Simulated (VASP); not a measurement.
```
InAs
1.0
    0.00000     3.25034     3.25034
    3.25034     0.00000     3.25034
    3.25034     3.25034     0.00000
In As
1 1
Cartesian
  0.00000   0.00000   0.00000
  1.62517   1.62517   1.62517
```

Calculation: vdW-DF2, VASP's PBE PAW potentials (set 64) (plane waves; VASP 6.6.1). Settings: 520 eV cut-off, 10×10×10 Γ-centred mesh, first-order Methfessel-Paxton smearing of 0.10 eV, potentials In_d As.

Give the stress tensor in GPa (positive for a compressed cell).

```
-1.86   0.00   0.00
 0.00  -1.86   0.00
 0.00   0.00  -1.86
```
The pressure is its mean diagonal, -1.86 GPa.

The compound is InAs in the zinc blende structure. This cell is one point of a volume scan, at 1.06 of the reference volume.
